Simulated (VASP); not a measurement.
These are PBE GGA, VASP's PBE PAW potentials (set 64) (plane waves; VASP) values and carry that method's errors.

A VASP calculation is set up with these files.

File POSCAR:
```
BaHfO3
1
   12.5100000000     0.0000000000     0.0000000000
    0.0000000000     4.1700000000     0.0000000000
    0.0000000000     0.0000000000     4.1700000000
Ba Hf O
3 3 9
Direct
  0.0000000000   0.0000000000   0.0000000000
  0.3333330000   0.0000000000   0.0000000000
  0.6666670000   0.0000000000   0.0000000000
  0.1666670000   0.5000000000   0.5000000000
  0.5000000000   0.5000000000   0.5000000000
  0.8333330000   0.5000000000   0.5000000000
  0.1666670000   0.0000000000   0.5000000000
  0.5000000000   0.0000000000   0.5000000000
  0.8333330000   0.0000000000   0.5000000000
  0.0000000000   0.5000000000   0.5000000000
  0.3333330000   0.5000000000   0.5000000000
  0.6666670000   0.5000000000   0.5000000000
  0.1666670000   0.5000000000   0.0000000000
  0.5000000000   0.5000000000   0.0000000000
  0.8333330000   0.5000000000   0.0000000000
```

### INCAR
```
SYSTEM=BaHfO3
PREC=Accurate; ENCUT=400; LREAL=Auto
LASPH=T
EDIFF=1E-6; NELM=100; ALGO=Normal
LMAXMIX=6
ISMEAR=0; SIGMA=0.01
GGA=PE
ISIF=2
LWAVE=F; LCHARG=F
```

**KPOINTS**
```
Automatic mesh
0
Gamma
2 4 4
0 0 0
```

POTCAR, in this order: Ba_sv Hf_pv O (PBE.64 set). Program: vasp_std.

The resulting files:

File OUTCAR:
```
 ion  position               nearest neighbor table
   1  0.000  0.000  0.000-  10 2.95  10 2.95  10 2.95  10 2.95  15 2.95   7 2.95   9 2.95   9 2.95
                             7 2.95  13 2.95  15 2.95  13 2.95   4 3.61   6 3.61   6 3.61   6 3.61
   2  0.333  0.000  0.000-   7 2.95  13 2.95   7 2.95  13 2.95  11 2.95  11 2.95  11 2.95  11 2.95
                             8 2.95   8 2.95  14 2.95  14 2.95   4 3.61   4 3.61   4 3.61   4 3.61
   3  0.667  0.000  0.000-   9 2.95  15 2.95   9 2.95  15 2.95  12 2.95  12 2.95  12 2.95  12 2.95
                             8 2.95  14 2.95  14 2.95   8 2.95   6 3.61   6 3.61   6 3.61   6 3.61
   4  0.167  0.500  0.500-  11 2.08   7 2.08  13 2.08  13 2.08   7 2.08  10 2.09   2 3.61   2 3.61
                             2 3.61   2 3.61   1 3.61   1 3.61   1 3.61   1 3.61
   5  0.500  0.500  0.500-   8 2.08  14 2.08  14 2.08   8 2.08  12 2.09  11 2.09   2 3.61   3 3.61
                             2 3.61   2 3.61   3 3.61   3 3.61   2 3.61   3 3.61
   6  0.833  0.500  0.500-  12 2.08   9 2.08  15 2.08  15 2.08   9 2.08  10 2.09   3 3.61   3 3.61
                             3 3.61   3 3.61   1 3.61   1 3.61   1 3.61   1 3.61
   7  0.167  0.000  0.500-   4 2.08   4 2.08   2 2.95   2 2.95   1 2.95   1 2.95
   8  0.500  0.000  0.500-   5 2.08   5 2.08   2 2.95   2 2.95   3 2.95   3 2.95
   9  0.833  0.000  0.500-   6 2.08   6 2.08   3 2.95   3 2.95   1 2.95   1 2.95
  10  0.000  0.500  0.500-   4 2.09   6 2.09   1 2.95   1 2.95   1 2.95   1 2.95
  11  0.333  0.500  0.500-   4 2.08   5 2.09   2 2.95   2 2.95   2 2.95   2 2.95
  12  0.667  0.500  0.500-   6 2.08   5 2.09   3 2.95   3 2.95   3 2.95   3 2.95
  13  0.167  0.500  0.000-   4 2.08   4 2.08   2 2.95   2 2.95   1 2.95   1 2.95
  14  0.500  0.500  0.000-   5 2.08   5 2.08   2 2.95   3 2.95   2 2.95   3 2.95
  15  0.833  0.500  0.000-   6 2.08   6 2.08   3 2.95   3 2.95   1 2.95   1 2.95
  LATTYP: Found a simple tetragonal cell.
 ALAT       =     4.1700000000
 C/A-ratio  =     3.0000000000
 Subroutine PRICEL returns following result:
  LATTYP: Found a simple cubic cell.
 ALAT       =     4.1699958300
 Subroutine GETGRP returns: Found 16 space group operations
The static configuration has the point symmetry D_4h.
The dynamic configuration has the point symmetry D_4h.
 Subroutine INISYM returns: Found 16 space group operations
 Subroutine IBZKPT returns following result:
 Found     12 irreducible k-points:

 Following reciprocal coordinates:
            Coordinates               Weight
  0.000000  0.000000  0.000000      1.000000
  0.500000  0.000000  0.000000      1.000000
  0.000000  0.250000  0.000000      4.000000
  0.500000  0.250000  0.000000      4.000000
  0.000000  0.500000  0.000000      2.000000
  0.500000  0.500000  0.000000      2.000000
  0.000000  0.250000  0.250000      4.000000
  0.500000  0.250000  0.250000      4.000000
  0.000000  0.500000  0.250000      4.000000
  0.500000  0.500000  0.250000      4.000000
  0.000000  0.500000  0.500000      1.000000
  0.500000  0.500000  0.500000      1.000000
   k-points           NKPTS =     12   k-points in BZ     NKDIM =     12   number of bands    NBANDS=     68
   number of dos      NEDOS =    301   number of ions     NIONS =     15
   total plane-waves  NPLWV =  65856
   dimension x,y,z NGX =    84 NGY =   28 NGZ =   28
   dimension x,y,z NGXF=   168 NGYF=   56 NGZF=   56
   ions per type =               3   3   9
   PREC   = accura    normal or accurate (medium, high low for compatibility)
   ISTART =      0    job   : 0-new  1-cont  2-samecut
   ICHARG =      2    charge: 1-file 2-atom 10-const
   ISPIN  =      1    spin polarized calculation?
   LNONCOLLINEAR =      F non collinear calculations
   LSORBIT =      F    spin-orbit coupling
   INIWAV =      1    electr: 0-lowe 1-rand  2-diag
   ENCUT  =  400.0 eV  29.40 Ry    5.42 a.u.  20.40  6.80  6.80*2*pi/ulx,y,z
   NELM   =    100;   NELMIN=  2; NELMDL= -5     # of ELM steps
   EDIFF  = 0.1E-05   stopping-criterion for ELM
   LREAL  =      T    real-space projection
   NLSPLINE    = F    spline interpolate recip. space projectors
   LMAXMIX     =    6 max onsite mixed and CHGCAR
   VOSKOWN=      0    Vosko Wilk Nusair interpolation
   EDIFFG = 0.1E-04   stopping-criterion for IOM
   NSW    =      0    number of steps for IOM
   NBLOCK =      1;   KBLOCK =      1    inner block; outer block
   IBRION =     -1    ionic relax: 0-MD 1-quasi-New 2-CG
   NFREE  =      0    steps in history (QN), initial steepest desc. (CG)
   ISIF   =      2    stress and relaxation
...
```

OSZICAR:
```
       N       E                     dE             d eps       ncg     rms          rms(c)
DAV:   1     0.701625630216E+03    0.70163E+03   -0.53535E+04  1632   0.132E+03
DAV:   2    -0.102856603510E+03   -0.80448E+03   -0.78198E+03  2200   0.347E+02
DAV:   3    -0.150143882996E+03   -0.47287E+02   -0.47126E+02  1860   0.834E+01
DAV:   4    -0.151417487890E+03   -0.12736E+01   -0.12722E+01  2472   0.123E+01
DAV:   5    -0.151435797474E+03   -0.18310E-01   -0.18303E-01  2096   0.133E+00    0.104E+02
DAV:   6    -0.130981505448E+03    0.20454E+02   -0.12005E+02  1852   0.375E+01    0.901E+01
DAV:   7    -0.130786221416E+03    0.19528E+00   -0.89555E+00  1968   0.119E+01    0.465E+01
DAV:   8    -0.130781267715E+03    0.49537E-02   -0.58533E-01  2096   0.339E+00    0.619E+00
DAV:   9    -0.130756575631E+03    0.24692E-01   -0.12200E-01  1872   0.141E+00    0.341E+00
DAV:  10    -0.130756422699E+03    0.15293E-03   -0.21739E-02  1972   0.577E-01    0.653E-01
DAV:  11    -0.130756206383E+03    0.21632E-03   -0.24567E-03  1872   0.191E-01    0.183E-01
DAV:  12    -0.130756340448E+03   -0.13406E-03   -0.43798E-04  2112   0.820E-02    0.221E-01
DAV:  13    -0.130756354619E+03   -0.14171E-04   -0.44397E-05  1992   0.263E-02    0.284E-02
DAV:  14    -0.130756355303E+03   -0.68401E-06   -0.43561E-06  1804   0.768E-03
   1 F= -.13075636E+03 E0= -.13075636E+03  d E =-.120821E-12
```

File OUTCAR:
```
------------------------ aborting loop because EDIFF is reached ----------------------------------------
  FORCE on cell =-STRESS in cart. coord.  units (eV):
  Direction    XX          YY          ZZ          XY          YZ          ZX
  --------------------------------------------------------------------------------------
  Total       -0.5799994     -0.5323915     -0.5323915      0.0000000      0.0000000      0.0000000
  in kB       -4.2717780     -3.9211390     -3.9211390      0.0000000      0.0000000      0.0000000
  external PRESSURE =      -4.0380187 kB  Pullay stress =       0.0000000 kB
  volume of cell :      217.54
      direct lattice vectors                 reciprocal lattice vectors
    12.510000000  0.000000000  0.000000000     0.079936051  0.000000000  0.000000000
     0.000000000  4.170000000  0.000000000     0.000000000  0.239808153  0.000000000
     0.000000000  0.000000000  4.170000000     0.000000000  0.000000000  0.239808153
 POSITION                                       TOTAL-FORCE (eV/Angst)
 -----------------------------------------------------------------------------------
      0.00000      0.00000      0.00000        -0.000000     -0.000000      0.000000
      4.17000      0.00000      0.00000        -0.000000     -0.000000      0.000000
      8.34000      0.00000      0.00000         0.000000     -0.000000      0.000000
      2.08500      2.08500      2.08500        -0.000000     -0.000000      0.000000
      6.25500      2.08500      2.08500        -0.000000     -0.000000      0.000000
     10.42500      2.08500      2.08500        -0.000000     -0.000000      0.000000
      2.08500      0.00000      2.08500         0.000000      0.000000      0.000000
      6.25500      0.00000      2.08500        -0.000000     -0.000000      0.000000
     10.42500      0.00000      2.08500        -0.000000     -0.000000      0.000000
      0.00000      2.08500      2.08500        -0.000000     -0.000000      0.000000
      4.17000      2.08500      2.08500        -0.000000     -0.000000      0.000000
      8.34000      2.08500      2.08500         0.000000      0.000000     -0.000000
      2.08500      2.08500      0.00000        -0.000000     -0.000000      0.000000
      6.25500      2.08500      0.00000        -0.000000     -0.000000      0.000000
     10.42500      2.08500      0.00000        -0.000000     -0.000000      0.000000
 -----------------------------------------------------------------------------------
    total drift:                                0.000000      0.000000     -0.000000
  FREE ENERGIE OF THE ION-ELECTRON SYSTEM (eV)
  ---------------------------------------------------
  free  energy   TOTEN  =      -130.7563553026 eV

  energy  without entropy=     -130.7563553026  energy(sigma->0) =     -130.75635530
```
(Selected blocks of OUTCAR.)

OUTCAR:
```
 val. band max:        2.4611896533   @ k =   0.5000   0.5000   0.5000

 cond. band min:       6.0554429354   @ k =   0.0000   0.0000   0.0000


 Fermi energy:         2.5075508569

 k-point     1 :       0.0000    0.0000    0.0000
  band No.  band energies     occupation
      1     -26.4075      2.00000
      2     -26.4073      2.00000
      3     -26.3060      2.00000
      4     -26.3060      2.00000
      5     -26.3057      2.00000
      6     -26.3029      2.00000
      7     -26.3029      2.00000
      8     -26.3027      2.00000
      9     -26.3027      2.00000
     10     -22.7769      2.00000
     11     -22.7205      2.00000
     12     -22.7203      2.00000
     13     -14.2733      2.00000
     14     -14.2731      2.00000
     15     -14.2217      2.00000
     16     -13.6887      2.00000
     17     -13.6867      2.00000
     18     -13.6656      2.00000
     19     -13.6654      2.00000
     20     -13.1754      2.00000
     21     -13.1751      2.00000
     22      -7.9213      2.00000
     23      -7.9213      2.00000
     24      -7.9211      2.00000
     25      -7.8606      2.00000
     26      -7.8606      2.00000
     27      -7.8604      2.00000
     28      -7.8604      2.00000
     29      -7.7553      2.00000
     30      -7.7552      2.00000
     31      -0.8701      2.00000
     32      -0.8698      2.00000
     33       0.5141      2.00000
     34       0.5141      2.00000
     35       0.5142      2.00000
     36       0.5142      2.00000
     37       0.7920      2.00000
     38       0.7929      2.00000
     39       0.7929      2.00000
     40       0.8681      2.00000
     41       0.8681      2.00000
     42       0.8683      2.00000
     43       0.8683      2.00000
     44       0.8842      2.00000
     45       0.8844      2.00000
     46       0.9257      2.00000
     47       0.9259      2.00000
     48       1.4775      2.00000
     49       1.4775      2.00000
     50       1.4787      2.00000
     51       1.9924      2.00000
...
```

At this cut-off the stress carries a Pulay error, which pulls relaxed volumes low.  Unless said otherwise, spin-orbit coupling is left out, though it shifts the bands of the heavy elements here.

The structure is a typed BaHfO3 crystal. The cell was not relaxed at this level. The run is one of a series of settings (LREAL = Auto, KPOINTS 2×4×4 Γ-centred mesh against the base run), some of them coarse on purpose.
